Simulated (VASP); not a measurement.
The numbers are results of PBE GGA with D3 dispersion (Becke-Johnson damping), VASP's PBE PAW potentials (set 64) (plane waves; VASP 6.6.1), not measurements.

Input for VASP

KPOINTS:
```
k-points along high-symmetry lines
15
Line-mode
Reciprocal
  0.000000   0.000000   0.000000 ! GAMMA
  0.500000   0.000000   0.500000 ! X

  0.500000   0.000000   0.500000 ! X
  0.625000   0.250000   0.625000 ! U

  0.375000   0.375000   0.750000 ! K
  0.000000   0.000000   0.000000 ! GAMMA

  0.000000   0.000000   0.000000 ! GAMMA
  0.500000   0.500000   0.500000 ! L

  0.500000   0.500000   0.500000 ! L
  0.500000   0.250000   0.750000 ! W

  0.500000   0.250000   0.750000 ! W
  0.500000   0.000000   0.500000 ! X
```

POSCAR:
```
KCl
3.1355070
  0.0000000000   1.0000000951   1.0000000951
  1.0000000951   0.0000000000   1.0000000951
  1.0000000951   1.0000000951   0.0000000000
K Cl
1 1
Direct
  0.0000000000   0.0000000000   0.0000000000
  0.5000000000   0.5000000000   0.5000000000
```

### INCAR
```
IVDW = 12   ! D3, Becke-Johnson
LCHARG = F
LORBIT = 11   ! lm-projected
NELM = 100   ! most electronic steps
LWAVE = F
SYSTEM = KCl
ENCUT = 520
EDIFF = 1E-7   ! SCF stop (eV)
PREC = Accurate
GGA = PE   ! PBE
ISMEAR = 0   ! Gaussian
ALGO = Normal   ! blocked Davidson
LREAL = F   ! projection in real space or not
ICHARG = 11   ! fixed density
LASPH = T
SIGMA = 0.05   ! width (eV)
```

POTCAR, in this order: K_sv Cl (PBE.64 set). Program: vasp_std. Read from the step before: CHGCAR.

Output

### OUTCAR
```
 ion  position               nearest neighbor table
   1  0.000  0.000  0.000-   2 3.14   2 3.14   2 3.14   2 3.14   2 3.14   2 3.14
   2  0.500  0.500  0.500-   1 3.14   1 3.14   1 3.14   1 3.14   1 3.14   1 3.14
  LATTYP: Found a face centered cubic cell.
 ALAT       =     6.2710145966
 Subroutine PRICEL returns:
 Original cell was already a primitive cell.
 Subroutine GETGRP returns: Found 48 space group operations
The static configuration has the point symmetry O_h .
The dynamic configuration has the point symmetry O_h .
 Subroutine INISYM returns: Found 48 space group operations
   k-points           NKPTS =     90   k-points in BZ     NKDIM =     90   number of bands    NBANDS=     12
   number of dos      NEDOS =    301   number of ions     NIONS =      2
   total plane-waves  NPLWV =  46656
   dimension x,y,z NGX =    36 NGY =   36 NGZ =   36
   dimension x,y,z NGXF=    72 NGYF=   72 NGZF=   72
   ions per type =               1   1
   PREC   = accura    normal or accurate (medium, high low for compatibility)
   ISTART =      0    job   : 0-new  1-cont  2-samecut
   ICHARG =     11    charge: 1-file 2-atom 10-const
   ISPIN  =      1    spin polarized calculation?
   LNONCOLLINEAR =      F non collinear calculations
   LSORBIT =      F    spin-orbit coupling
   INIWAV =      1    electr: 0-lowe 1-rand  2-diag
   ENCUT  =  520.0 eV  38.22 Ry    6.18 a.u.   8.24  8.24  8.24*2*pi/ulx,y,z
   NELM   =    100;   NELMIN=  2; NELMDL= -5     # of ELM steps
   EDIFF  = 0.1E-06   stopping-criterion for ELM
   LREAL  =      F    real-space projection
   NLSPLINE    = F    spline interpolate recip. space projectors
   LMAXMIX     =    2 max onsite mixed and CHGCAR
   VOSKOWN=      0    Vosko Wilk Nusair interpolation
   EDIFFG = 0.1E-05   stopping-criterion for IOM
   NSW    =      0    number of steps for IOM
   NBLOCK =      1;   KBLOCK =      1    inner block; outer block
   IBRION =     -1    ionic relax: 0-MD 1-quasi-New 2-CG
   NFREE  =      0    steps in history (QN), initial steepest desc. (CG)
   ISIF   =      2    stress and relaxation
   ISYM   =      2    0-nonsym 1-usesym 2-fastsym
   TEIN   =    0.0    initial temperature
   TEBEG  =    0.0;   TEEND  =   0.0 temperature during run
...
```

File OSZICAR:
```
       N       E                     dE             d eps       ncg     rms          rms(c)
DAV:   1     0.106010057333E+03    0.10601E+03   -0.73767E+03  2160   0.120E+03
DAV:   2     0.607507350073E+00   -0.10540E+03   -0.97242E+02  2604   0.279E+02
DAV:   3    -0.613365427667E+01   -0.67412E+01   -0.66979E+01  2804   0.646E+01
DAV:   4    -0.642408217755E+01   -0.29043E+00   -0.29017E+00  3848   0.119E+01
DAV:   5    -0.642604601909E+01   -0.19638E-02   -0.19637E-02  2804   0.947E-01
DAV:   6    -0.642610060137E+01   -0.54582E-04   -0.54582E-04  3176   0.118E-01
DAV:   7    -0.642610131663E+01   -0.71527E-06   -0.71525E-06  3088   0.158E-02
DAV:   8    -0.642610133067E+01   -0.14039E-07   -0.14050E-07  2668   0.216E-03
   1 F= -.68181672E+01 E0= -.68181672E+01  d E =-.270788E-12
```

### OUTCAR
```
 val. band max:       -1.8000086040   @ k =   0.0000   0.0000   0.0000

 cond. band min:       3.4233331408   @ k =   0.0000   0.0000   0.0000



 k-point     1 :       0.0000    0.0000    0.0000
  band No.  band energies     occupation
      1     -28.9726      2.00000
      2     -13.9297      2.00000
      3     -12.4336      2.00000
      4     -12.4336      2.00000
      5     -12.4336      2.00000
      6      -1.8000      2.00000
      7      -1.8000      2.00000
      8      -1.8000      2.00000
      9       3.4233      0.00000
     10       6.5864      0.00000
     11       6.5864      0.00000
     12       6.5864      0.00000

 k-point     2 :       0.0357    0.0000    0.0357
  band No.  band energies     occupation
      1     -28.9724      2.00000
      2     -13.9333      2.00000
      3     -12.4343      2.00000
      4     -12.4343      2.00000
      5     -12.4280      2.00000
      6      -1.8272      2.00000
      7      -1.8038      2.00000
      8      -1.8038      2.00000
      9       3.4667      0.00000
     10       6.5462      0.00000
     11       6.6203      0.00000
     12       6.6203      0.00000

 k-point     3 :       0.0714    0.0000    0.0714
  band No.  band energies     occupation
      1     -28.9719      2.00000
      2     -13.9431      2.00000
      3     -12.4365      2.00000
      4     -12.4365      2.00000
      5     -12.4127      2.00000
      6      -1.9028      2.00000
      7      -1.8149      2.00000
      8      -1.8149      2.00000
      9       3.5912      0.00000
     10       6.4334      0.00000
     11       6.7213      0.00000
     12       6.7213      0.00000

 k-point     4 :       0.1071    0.0000    0.1071
  band No.  band energies     occupation
      1     -28.9710      2.00000
      2     -13.9564      2.00000
      3     -12.4399      2.00000
      4     -12.4399      2.00000
      5     -12.3916      2.00000
      6      -2.0121      2.00000
      7      -1.8323      2.00000
...
```

The density is held fixed in this step, so its total energy and stress have no physical meaning.

The compound is KCl in the rock salt structure. It was relaxed first.
